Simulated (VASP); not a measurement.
BeTe (zinc blende): the band gap from VASP (plane waves, PAW) at several levels of theory. Gaps are without spin-orbit coupling. Each level names its cell: its own relaxed one, PBE's, or the starting one. A gap is the smallest over the k-mesh and a band path; hybrids may have named points in place of the path, and GW has the mesh alone. The errors mix the missing spin-orbit coupling with the functional's own.

| level | band gap (eV) | error against measurement (eV) |
|---|---|---|
| LDA (own cell) | 1.78 | -1.02 |
| PBE (own cell) | 2.02 | -0.78 |
| PBEsol (own cell) | 1.83 | -0.97 |
| RPBE (own cell) | 2.18 | -0.62 |
| AM05 (own cell) | 1.92 | -0.88 |
| PBE-D3(BJ) (own cell) | 1.91 | -0.89 |
| PBE-D4 (own cell) | 1.93 | -0.87 |
| optB88-vdW (own cell) | 2.12 | -0.68 |
| rev-vdW-DF2 (own cell) | 1.98 | -0.82 |
| revTPSS (own cell) | 2.02 | -0.78 |
| SCAN (own cell) | 2.25 | -0.55 |
| r2SCAN (own cell) | 2.38 | -0.42 |
| r2SCAN+rVV10 (own cell) | 2.29 | -0.51 |
| HSEsol (PBE cell) | 2.61 | -0.19 |
| PBE0 (PBE cell) | 3.34 | +0.54 |
| Hartree-Fock (PBE cell) | 8.04 | +5.24 |

Measured: 2.80 eV (as given by Das et al., (2018), arXiv:1807.05623).

The cell of the LDA (own cell) run:

```cif
data_BeTe
_chemical_formula_sum 'Be1 Te1'
_space_group_name_H-M_alt 'P 1'
_space_group_IT_number 1
_cell_length_a 3.93328
_cell_length_b 3.93328
_cell_length_c 3.93328
_cell_angle_alpha 60.000
_cell_angle_beta 60.000
_cell_angle_gamma 60.000
loop_
_space_group_symop_operation_xyz
  'x, y, z'
loop_
_atom_site_label
_atom_site_type_symbol
_atom_site_fract_x
_atom_site_fract_y
_atom_site_fract_z
_atom_site_occupancy
Be1 Be 0.00000 0.00000 0.00000 1
Te1 Te 0.25000 0.25000 0.25000 1
```

Only levels that ran to the end are used. Left out are those held back, those with too coarse a band path, GW runs whose mesh misses a band edge, hybrids' fits of cells that aren't cubic and levels without matching references; a question may draw on a part of the rest.

The compound is BeTe in the zinc blende structure.
